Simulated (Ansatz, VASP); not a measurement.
## CuSb2 in two plane-wave programs

One calculation is typed for both programs; each brings its own data sets. How far apart do they land? The cell is generated by rule, not measured, and may not be a known phase. The cell is taken from a series of runs on this material, whose earlier steps may have relaxed, scaled, displaced or heated it; both programs get it as it stands.

Main program and level: Ansatz 0.2.0; plane waves, with VASP 6.6.1 beside it; relaxation of cell and atoms at PBEsol and zone-centre phonons at PBEsol.

The structure was built from a prototype and need not be the compound's stable phase.

## Step 1: Starting point

Symmetry: Fm-3m, No. 225, cubic system. Conventional cell: a = 6.499 Å, b = 6.499 Å, c = 6.499 Å, α = 90.00°, β = 90.00°, γ = 90.00°. Nearest to Sb lie 4 Cu at 2.81 Å. Nearest to Cu lie 8 Sb at 2.81 Å. Farther neighbours are not listed.

## Step 2: Ansatz: relaxation of cell and atoms, PBEsol

Ansatz runs on its default PAW (the set named soft_2) files.

The relaxed volume is the usual yardstick between codes: in a stiff, nearly cubic crystal its relative difference is about their pressure difference at one cell divided by the bulk modulus.

The input, input.yaml:

```yaml
crystal:
  lattice:
    - [0.0, 3.2497022365, 3.2497022365]
    - [3.2497022365, 0.0, 3.2497022365]
    - [3.2497022365, 3.2497022365, 0.0]
  atoms:
    - { symbol: Sb, position: [0.25, 0.25, 0.25] }
    - { symbol: Sb, position: [0.75, 0.75, 0.75] }
    - { symbol: Cu, position: [0.0, 0.0, 0.0] }
kpoints:
  mp_grid: { grid: [10, 10, 10] }
hamiltonian:
  xc: pbesol
scf:
  occupations: { method: methfessel_paxton, width: 0.15 }
output:
  forces: true
  stress: true
  eigenvalues: true
relax:
  adjacent_minimum: "off"
  f_tol: 0.001
  max_steps: 60
  cell: { stress_tol: 0.01 }
```

Started as:

```bash
$ ansatz run input.yaml --threads 4 --pin off --max-ram 7168MiB --backend cpu --events-out ev --progress --plain --runs-dir out
```

Numbers of over 12 decimals in the logs are rounded to 6 here.

Log:

```text
Engine: ansatz 0.2.0, aarch64-unknown-linux-gnu
Pseudopotentials: kind: paw
Pseudopotential: Sb, paw, valence charge 15, recommended cutoff 420 eV (normal), Sb.paw.azcp
Pseudopotential: Cu, paw, valence charge 19, recommended cutoff 420 eV (normal), Cu.paw.azcp
Functional definition: PBEsol
  exchange = pbesol_x
  correlation = pbesol_c
Crystal: 3 atoms, lattice volume = 68.637 Å³
Basis set: ecut = 420 eV, 1363 PW (Γ), exchange–correlation on 64×64×64 points (8 copies of the dense FFT grid, shifted against one another)
Bands: 30, of which v1, the nominal top of the filled ones, is band 25 counted from 1 (24 counted from 0)
Symmetry: 48 space group operations
Space group: Fm-3m (ITA 225), of the structure as read, at distance tolerance 4.1e-5 Å
k-points: 47 of 1000
Non-local potential: Sb, projectors of the file, l = 0: 2, l = 1: 2, l = 2: 2, l = 3: 2
Non-local potential: Cu, projectors of the file, l = 0: 3, l = 1: 2, l = 2: 3, l = 3: 1
PAW form: soft (Blöchl's): semilocal exchange-correlation on the pseudo side does not see the compensation charge
PAW frozen core: Sb, regenerated for the run's functional, and the local potential with it (the file was generated under x = pbe(κ = 0.804, μ = 0.219515), c = pbe(β = 0.066725))
PAW frozen core: Cu, regenerated for the run's functional, and the local potential with it (the file was generated under x = pbe(κ = 0.804, μ = 0.219515), c = pbe(β = 0.066725))
PAW one-centre angular grid: Sb, 590 points (default); XC on 64 Gauss nodes
PAW one-centre angular grid: Cu, 590 points (default); XC on 64 Gauss nodes
Initial density: superposition of atomic densities (neutral atoms: chi_scale 0, normalization atom), corrected by the library's trained network
Initial wavefunctions: pseudopotential atomic-orbital guess
Functional: x = pbesol(κ = 0.804, μ = 0.123457), c = pbesol(β = 0.046)
SCF iter   1: F=—  HF=-19404.544070 eV  |F-HF|=—  |Δ(HF+E_count)|=         —  Δρ=1.05e-2  dr2=4.97e-2  ethr=1.77e-3  ⟨swp⟩=6.0  Hψ=5828  notcnv=0
preconditioner: auto → Kerker (q_TF=auto, 2.579 Å⁻¹)  [metal: Δε(μ)=0.074 eV  Ē_g=8.084 eV  σ=0.150 eV  W_gap=0.38  n_scr=14 (ndim 8)  ℏωp=20.5 eV  f_vac=0.036  D(μ)=1.01/eV (n_scr^D=0)]
SCF iter   2: F=—  HF=-19404.546241 eV  |F-HF|=—  |Δ(HF+E_count)|=   2.17e-3  S|Δr|=    0.00e0  Δρ=1.04e-2  dr2=4.20e-2  ethr=1.01e-4  ⟨swp⟩=2.0  Hψ=3123  notcnv=0  defer=24
preconditioner: auto → none  [insulator: Δε(μ)=0.131 eV  Ē_g=8.216 eV  σ=0.150 eV  W_gap=0.63  n_scr=14 (ndim 8)  ℏωp=20.5 eV  f_vac=0.036  D(μ)=0.72/eV (n_scr^D=0)  ε∞_Penn≈7.2]
SCF iter   3: F=—  HF=-19404.535695 eV  |F-HF|=—  |Δ(HF+E_count)|=   1.05e-2  S|Δr|=    0.00e0  Δρ=6.46e-4  dr2=1.14e-4  ethr=8.58e-5  ⟨swp⟩=2.0  Hψ=1791  notcnv=0  defer=24
SCF iter   4: F=—  HF=-19404.535726 eV  |F-HF|=—  |Δ(HF+E_count)|=   3.15e-5  S|Δr|=    0.00e0  Δρ=1.45e-4  dr2=7.68e-6  ethr=2.33e-7  ⟨swp⟩=2.0  Hψ=2355  notcnv=0  defer=24
SCF iter   5: F=—  HF=-19404.535725 eV  |F-HF|=—  |Δ(HF+E_count)|=   8.53e-7  S|Δr|=    0.00e0  Δρ=2.11e-4  dr2=2.33e-5  ethr=1.57e-8  ⟨swp⟩=2.0  Hψ=2342  notcnv=0  defer=24
SCF iter   6: F=—  HF=-19404.535723 eV  |F-HF|=—  |Δ(HF+E_count)|=   2.17e-6  S|Δr|=    0.00e0  Δρ=3.04e-5  dr2=5.11e-7  ethr=1.57e-8  ⟨swp⟩=2.0  Hψ=1784  notcnv=0  defer=24
SCF iter   7: F=-19404.535723 eV  HF=-19404.535723 eV  |F-HF|=8.53e-9  |Δ(HF+E_count)|=   8.76e-8  S|Δr|=    0.00e0  Δρ=5.38e-6  dr2=1.63e-8  ethr=2.04e-10  ⟨swp⟩=8.0  Hψ=6317  notcnv=0
SCF 1 converged in 7 iterations: F = -19404.535723 eV  dr2 = 1.63e-8
  greatest PAW one-centre occupation: 1.000 electrons in one spin orbital (limit 2), on the Cu atom at site 2 (counted from 0), in its partial waves of l = 0
relax step   1: F+E_penalty+E_count = -19404.53572309 eV  Δ(F+E_penalty+E_count) = +0.000e0 eV  max|allowed force component| = 8.481e-18 eV/Å  Δτ_max = 0.0000 Å  P = -0.014 GPa  Ω = 68.637 Å³  (7 SCF iters, dr2 threshold 1.00e-7 eV, accepted)
[...]
relax step   2: F+E_penalty+E_count = -19404.53573016 eV  Δ(F+E_penalty+E_count) = -7.062e-6 eV  max|allowed force component| = 1.846e-17 eV/Å  Δτ_max = 0.0000 Å  P = +0.012 GPa  Ω = 68.615 Å³  energy of the carried Pulay correction = +6.964e-6 eV  (4 SCF iters, dr2 threshold 4.60e-10 eV, accepted)
[...]
relax step   3: F+E_penalty+E_count = -19404.53572727 eV  Δ(F+E_penalty+E_count) = +2.890e-6 eV  max|allowed force component| = 8.240e-18 eV/Å  Δτ_max = 0.0000 Å  P = +0.000 GPa  Ω = 68.626 Å³  energy of the carried Pulay correction = +3.668e-6 eV  (4 SCF iters, dr2 threshold 3.72e-10 eV, accepted)
[...]
relax step   4: F+E_penalty+E_count = -19404.53571359 eV  Δ(F+E_penalty+E_count) = +1.367e-5 eV  max|allowed force component| = 1.156e-17 eV/Å  Δτ_max = 0.0000 Å  P = +0.000 GPa  Ω = 68.626 Å³  stress off target by 3.54e-4 GPa  SCF on the basis re-selected at this cell (its energy is not comparable with the rows above)  (7 SCF iters)
basis re-selected at this cell: Δ(F+E_penalty+E_count) = +1.367e-5 eV, ΔP = +0.000 GPa vs the last step (what re-selecting the basis moved, of the pressure what is left beyond the Pulay correction that the steps carried, after the strain that the cell walked since its last selection, with what the two solves' SCF thresholds leave and, on support functions, any second-order correction that the steps lacked; it is no m [...]
SCF converged after 7 iterations
Stability not checked: this state was not tested for a lower state beside it, because cold or Methfessel-Paxton smearing, or corrected tetrahedra, fill the levels in a way that the test cannot read (fill_not_monotonic; see scf.lower_state_search)
Free energy (F): -19404.535714 eV
Harris-Foulkes:  -19404.535714 eV  (|F-HF|=3.64e-12)
Internal energy: -19404.538543 eV  (E = F + TS)
E sigma→0 (E₀):  -19404.536421 eV
Entropy (-TS):   0.002829 eV (0.943 meV/atom)
Fermi energy:    11.977554 eV
--- Per-component energies (eV) ---
  E_band       = -741.706698
  E_kinetic    = 715.692101
  E_local      = -8324.002328  (includes V_loc(G=0)·N_el)
  E_nonlocal   = 1123.465411
  E_hartree    = 3747.336889
  E_xc         = -364.138908
  E_vxc        = -308.739054  (∫ρ·V_xc dr)
  E_paw        = -10628.447746  (= ΣΔE_a)
  E_vpaw       = -1442.796848  (= ΣTr[D̂ρ^β])
  E_aug_tail   = 0.000235  (compensation charges beyond the density's cutoff)
  E_ewald      = -5675.314112
  E_core_change = 0.869916  (= ΣΔE_core)
  E_smearing   = 0.002829  (= −TS)
  E_closure    = 0.000000  (closes the sum)
  Σ components = -19404.535714   (vs F -19404.535714, Δ=0.00e0)
--- Forces (eV/Å), atoms counted from 1 ---
  atom   1  Sb     0.00000000     0.00000000    -0.00000000
  atom   2  Sb    -0.00000000     0.00000000    -0.00000000
  atom   3  Cu     0.00000000    -0.00000000     0.00000000
  max |Σ_I F_I| component: 1.39e-17 eV/Å
--- Stress (GPa, compression-positive) ---
        0.000354      -0.000000      -0.000000
       -0.000000       0.000354      -0.000000
       -0.000000       0.000000       0.000354
  P = ⅓ Tr σ = 0.0004 GPa (0.004 kbar)
--- Band table (eV; the first three rows and the last of 47) ---
  k-point 0: bands = [... 21 lower, 11.1606, 11.1606, 11.1606, 12.9256, 12.9256, 12.9256, 14.9937, 15.0129, ... 1 higher]
  k-point 1: bands = [... 21 lower, 10.6822, 11.0320, 11.0320, 12.7319, 12.8246, 12.8246, 14.8806, 15.1184, ... 1 higher]
  k-point 2: bands = [... 21 lower, 9.8823, 10.7323, 10.7323, 12.3287, 12.4896, 12.4896, 15.0356, 15.6289, ... 1 higher]
  k-point 46: bands = [... 21 lower, 8.6456, 8.9183, 10.5637, 12.4074, 14.2164, 16.2233, 16.2572, 16.7008, ... 1 higher]
--- Relaxed structure (3 steps of the walk, 3 accepted, 1 SCFs on fresh bases) ---
  F+E_penalty+E_count = -19404.53571359 eV   max|allowed force component| = 1.156e-17 eV/Å   (the final SCF, on the basis selected at the relaxed cell)
  cell:  # Å, volume = 68.6256 Å³
    - [0, 3.249516, 3.249516]
    - [3.249516, 0, 3.249516]
    - [3.249516, 3.249516, 0]
  atoms:
    - { symbol: Sb, position: [0.25, 0.25, 0.25] }
    - { symbol: Sb, position: [0.750000, 0.750000, 0.750000] }
    - { symbol: Cu, position: [0, 0, 0] }
```

## Step 3: VASP: relaxation of cell and atoms, PBEsol

The same cell, functional, mesh and smearing now go to VASP, with its own data sets.

Lines of VASP's logs that name or quote its potential files are left out, and so is its time.

The input, INCAR:

```
SYSTEM = CuSb2
PREC = Accurate
ENCUT = 600
EDIFF = 1E-07
NELM = 120
ISMEAR = 1
SIGMA = 0.15
LREAL = .FALSE.
ALGO = Normal
GGA = PS
NBANDS = 16
LASPH = .TRUE.
LORBIT = 11
LWAVE = .FALSE.
LCHARG = .FALSE.
ISIF = 3
IBRION = 2
NSW = 80
EDIFFG = -0.005
GGA_COMPAT = .FALSE.
NELMIN = 4
KPAR = 2
```

The input, POSCAR:

```
CuSb2
1.0
    0.0000000000      3.2497020000      3.2497020000
    3.2497020000      0.0000000000      3.2497020000
    3.2497020000      3.2497020000      0.0000000000
Sb Cu
2 1
Direct
    0.2500000000      0.2500000000      0.2500000000
    0.7500000000      0.7500000000      0.7500000000
    0.0000000000      0.0000000000      0.0000000000
```

The input, KPOINTS:

```
Automatic mesh
0
Gamma
10 10 10
0 0 0
```

The projector-augmented-wave data sets are Sb and Cu (PBE family, release 64).

Started as:

```bash
$ mpirun -np 2 vasp_std
```

Log:

```text
[banner, memory and clock lines left out]
running    2 mpi-ranks, on    1 nodes
 distrk:  each k-point on    1 cores,    2 groups
 distr:  one band on    1 cores,    1 groups

 POSCAR found type information on POSCAR SbCu
 POSCAR found :  2 types and       3 ions
|                                                                             |
|               ----> ADVICE to this user running VASP <----                  |
|                                                                             |
|     You enforced a specific xc type in the INCAR file but a different       |
|     [... a line on the potential file left out ...]
|     I HOPE YOU KNOW WHAT YOU ARE DOING!                                     |
|                                                                             |

 LDA part: xc-table for (Slater+PW92), standard interpolation
 POSCAR, INCAR and KPOINTS ok, starting setup
 FFT: planning ... GRIDC
 FFT: planning ... GRID_SOFT
 FFT: planning ... GRID
 WAVECAR not read
 entering main loop
       N       E                     dE             d eps       ncg     rms          rms(c)
DAV:   1     0.114358840475E+03    0.11436E+03   -0.90952E+03  1504   0.141E+03
DAV:   2    -0.782406980142E+01   -0.12218E+03   -0.11814E+03  1672   0.265E+02
DAV:   3    -0.142123457730E+02   -0.63883E+01   -0.62542E+01  1952   0.655E+01
DAV:   4    -0.143665152788E+02   -0.15417E+00   -0.15396E+00  1792   0.967E+00
DAV:   5    -0.143726730718E+02   -0.61578E-02   -0.61574E-02  2264   0.224E+00    0.119E+01
DAV:   6    -0.164541370654E+02   -0.20815E+01   -0.51099E+01  1512   0.195E+02    0.106E+01
DAV:   7    -0.132209320989E+02    0.32332E+01   -0.88639E+00  1856   0.916E+01    0.350E+00
DAV:   8    -0.130405737421E+02    0.18036E+00   -0.13483E+00  2072   0.312E+01    0.156E+00
DAV:   9    -0.130534685494E+02   -0.12895E-01   -0.17727E-01  2352   0.445E+00    0.106E+00
DAV:  10    -0.130477083857E+02    0.57602E-02   -0.73487E-03  2312   0.207E+00    0.762E-01
DAV:  11    -0.130449614564E+02    0.27469E-02   -0.34173E-03  2360   0.144E+00    0.309E-01
DAV:  12    -0.130434324061E+02    0.15291E-02   -0.86149E-03  1952   0.292E+00    0.180E-01
DAV:  13    -0.130435004072E+02   -0.68001E-04   -0.10258E-03  1792   0.315E-01    0.183E-01
DAV:  14    -0.130434707108E+02    0.29696E-04   -0.57641E-05  2304   0.126E-01    0.512E-02
DAV:  15    -0.130434633469E+02    0.73639E-05   -0.24153E-05  2272   0.105E-01    0.279E-02
DAV:  16    -0.130434611401E+02    0.22069E-05   -0.57572E-06  2280   0.631E-02    0.135E-02
DAV:  17    -0.130434605673E+02    0.57280E-06   -0.70048E-07  2296   0.170E-02    0.231E-03
DAV:  18    -0.130434604510E+02    0.11623E-06   -0.27143E-08   944   0.226E-03    0.609E-04
DAV:  19    -0.130434604933E+02   -0.42216E-07   -0.89698E-09   936   0.162E-03
   1 F= -.13043460E+02 E0= -.13044501E+02  d E =-.130435E+02
 curvature:   0.00 expect dE= 0.000E+00 dE for cont linesearch  0.000E+00
 trial: gam= 0.00000 g(F)=  0.467E-47 g(S)=  0.212E-03 ort = 0.000E+00 (trialstep = 0.100E+01)
 search vector abs. value=  0.212E-03
 bond charge predicted
       N       E                     dE             d eps       ncg     rms          rms(c)
DAV:   1    -0.130465360318E+02   -0.30756E-02   -0.45655E-02  1520   0.544E+00    0.467E-01
DAV:   2    -0.130470038121E+02   -0.46778E-03   -0.48496E-02  1560   0.717E+00    0.394E-01
DAV:   3    -0.130436295599E+02    0.33743E-02   -0.16921E-02  1568   0.421E+00    0.891E-02
DAV:   4    -0.130435060308E+02    0.12353E-03   -0.46483E-04  2328   0.360E-01    0.123E-02
DAV:   5    -0.130435046702E+02    0.13606E-05   -0.12010E-05  2216   0.404E-02    0.688E-03
DAV:   6    -0.130435036618E+02    0.10084E-05   -0.10749E-06  2368   0.257E-02    0.820E-04
DAV:   7    -0.130435037381E+02   -0.76307E-07   -0.19814E-07  1272   0.341E-03
   2 F= -.13043504E+02 E0= -.13044546E+02  d E =-.432449E-04
 trial-energy change:   -0.000043  1 .order   -0.000042   -0.000212    0.000127
 step:   0.6288(harm=  0.6257)  dis= 0.00000  next Energy=   -13.043527 (dE=-0.667E-04)
 bond charge predicted
       N       E                     dE             d eps       ncg     rms          rms(c)
DAV:   1    -0.130439485826E+02   -0.44492E-03   -0.62674E-03  1536   0.201E+00    0.176E-01
DAV:   2    -0.130440393675E+02   -0.90785E-04   -0.71414E-03  1560   0.271E+00    0.149E-01
DAV:   3    -0.130435429200E+02    0.49645E-03   -0.23352E-03  1576   0.160E+00    0.306E-02
DAV:   4    -0.130435287528E+02    0.14167E-04   -0.60583E-05  2152   0.875E-02    0.613E-03
DAV:   5    -0.130435280272E+02    0.72561E-06   -0.27551E-06  2136   0.440E-02    0.242E-03
DAV:   6    -0.130435278992E+02    0.12802E-06   -0.42003E-07  1944   0.720E-03    0.719E-04
DAV:   7    -0.130435278958E+02    0.33772E-08   -0.26333E-08   920   0.180E-03
   3 F= -.13043528E+02 E0= -.13044570E+02  d E =-.674026E-04
 curvature:  -0.31 expect dE=-0.144E-08 dE for cont linesearch -0.144E-08
 trial: gam=-0.00464 g(F)=  0.765E-48 g(S)=  0.459E-08 ort = 0.985E-06 (trialstep = 0.926E+00)
 search vector abs. value=  0.100E-09
 reached required accuracy - stopping structural energy minimisation
```

OUTCAR, selected parts (step 3):

```text
ion  position               nearest neighbor table
   1  0.250  0.250  0.250-   3 2.81   3 2.81   3 2.81   3 2.81   2 3.25   2 3.25   2 3.25   2 3.25
                             2 3.25   2 3.25
   2  0.750  0.750  0.750-   3 2.81   3 2.81   3 2.81   3 2.81   1 3.25   1 3.25   1 3.25   1 3.25
                             1 3.25   1 3.25
   3  0.000  0.000  0.000-   2 2.81   2 2.81   2 2.81   1 2.81   2 2.81   1 2.81   1 2.81   1 2.81

  LATTYP: Found a face centered cubic cell.
 ALAT       =     6.4994040000

 Subroutine GETGRP returns: Found 48 space group operations
 (whereof 48 operations were pure point group operations)

The static configuration has the point symmetry O_h .

 Found     47 irreducible k-points:

   k-points           NKPTS =     47   k-points in BZ     NKDIM =     47   number of bands    NBANDS=     16

   dimension x,y,z NGX =    40 NGY =   40 NGZ =   40
   dimension x,y,z NGXF=    80 NGYF=   80 NGZF=   80

   ENCUT  =  600.0 eV  44.10 Ry    6.64 a.u.   9.18  9.18  9.18*2*pi/ulx,y,z

   NELECT =      21.0000    total number of electrons

 k-points in reciprocal lattice and weights: Automatic mesh
   0.00000000  0.00000000  0.00000000       0.001
   0.10000000  0.00000000  0.00000000       0.008
   0.20000000  0.00000000  0.00000000       0.008
   0.30000000  0.00000000  0.00000000       0.008
   0.40000000  0.00000000  0.00000000       0.008
   0.50000000  0.00000000  0.00000000       0.004
   0.10000000  0.10000000  0.00000000       0.006
   0.20000000  0.10000000  0.00000000       0.024
   0.30000000  0.10000000  0.00000000       0.024
[...]
-0.30000000  0.40000000  0.20000000       0.024
  -0.30000000  0.50000000  0.20000000       0.012

 average (electrostatic) potential at core
       1 -84.9280       2 -84.9280       3 -63.7023

 E-fermi :   7.9018

 k-point     1 :       0.0000    0.0000    0.0000
  band No.  band energies     occupation
    ...
      6       4.5055      2.00000
      7       4.5055      2.00000
      8       7.0720      2.00000
      9       7.0720      2.00000
     10       7.0720      2.00000
     11       8.8670     -0.00000
     12       8.8670     -0.00000
     13       8.8670     -0.00000
     14      10.9341      0.00000
     15      10.9341      0.00000
    ...

 k-point     2 :       0.1000    0.0000    0.0000
  band No.  band energies     occupation
    ...
      6       4.4940      2.00000
      7       4.4940      2.00000
      8       6.6037      2.00000
      9       6.9464      2.00000
     10       6.9464      2.00000
     11       8.6698     -0.00000
     12       8.7617     -0.00000
     13       8.7617     -0.00000
     14      10.8088     -0.00000
     15      11.0378      0.00000
    ...

 k-point     3 :       0.2000    0.0000    0.0000
  band No.  band energies     occupation
    ...
      6       4.4693      2.00000
      7       4.4693      2.00000
      8       5.8184      2.00000
      9       6.6530      2.00000
     10       6.6530      2.00000
     11       8.2631     -0.00345
     12       8.4189     -0.00001
     13       8.4189     -0.00001
     14      10.9650      0.00000
     15      11.5429      0.00000
    ...

  Total        0.0003084      0.0003084      0.0003084     -0.0000000     -0.0000000      0.0000000
  in kB        0.0071842      0.0071842      0.0071842     -0.0000000     -0.0000000      0.0000000
  external PRESSURE =       0.0071842 kB  Pullay stress =       0.0000000 kB

  energy-cutoff  :      600.00
  volume of cell :       68.78
      direct lattice vectors                 reciprocal lattice vectors
    -0.000000000  3.251877841  3.251877841    -0.153757313  0.153757313  0.153757313
     3.251877841  0.000000000  3.251877841     0.153757313 -0.153757313  0.153757313
     3.251877841  3.251877841  0.000000000     0.153757313  0.153757313 -0.153757313

 POSITION                                       TOTAL-FORCE (eV/Angst)
 -----------------------------------------------------------------------------------
      1.62594      1.62594      1.62594         0.000000      0.000000      0.000000
      4.87782      4.87782      4.87782        -0.000000     -0.000000     -0.000000
      0.00000      0.00000      0.00000         0.000000      0.000000      0.000000
 -----------------------------------------------------------------------------------
    total drift:                               -0.000000      0.000000      0.000000

  FREE ENERGIE OF THE ION-ELECTRON SYSTEM (eV)
  ---------------------------------------------------
  free  energy   TOTEN  =       -13.0435278958 eV

  energy  without entropy=      -13.0466530678  energy(sigma->0) =      -13.04456962

 reached required accuracy - stopping structural energy minimisation

 total charge
# of ion       s       p       d       tot
------------------------------------------
    1        1.239   1.104   0.043   2.386
    2        1.239   1.104   0.043   2.386
    3        0.400   0.330   9.195   9.926
--------------------------------------------------
tot          2.878   2.539   9.281  14.698

[... 3 further parts left out ...]
```

This run has no spin polarisation. Its electron count is odd, so without a moment it is a metal by construction. The run keeps the 48 symmetry operations of its start, so it cannot find a distortion of lower symmetry.

## Step 4: Differences

Known differences besides the potentials themselves: the data sets hold 49 valence electrons in Ansatz (on its default PAW (the set named soft_2) files) and 21 in VASP; the cutoff is 420 eV in Ansatz and 600 eV in VASP; Ansatz makes its cores anew for this functional, VASP keeps those of its PBE data sets; Ansatz adds a Pulay correction to the stress that steers its cell, VASP none. Total energies have different zeros and are not compared.

Both answers:

| quantity | Ansatz | VASP | difference |
| --- | --- | --- | --- |
| volume (Å³) | 68.63 | 68.78 | -0.22 % |
| edge a after relaxation, in the typed setting (Å) | 4.596 | 4.599 | -0.07 % |

(Continued in part 2 of 2.)

[Lines on the potential files, build, host, timing and source positions are cut from VASP's logs without a mark.]

[Logs are printed without paths, hosts, clocks, repeated set-up lines and the standing remarks that a program may print on its own settings, such as how far it seeks lower states.]

[Hosts, paths, dates, database ids (printed as entryN), source tags and the programs' standing remarks are cut or masked in the printed files.]
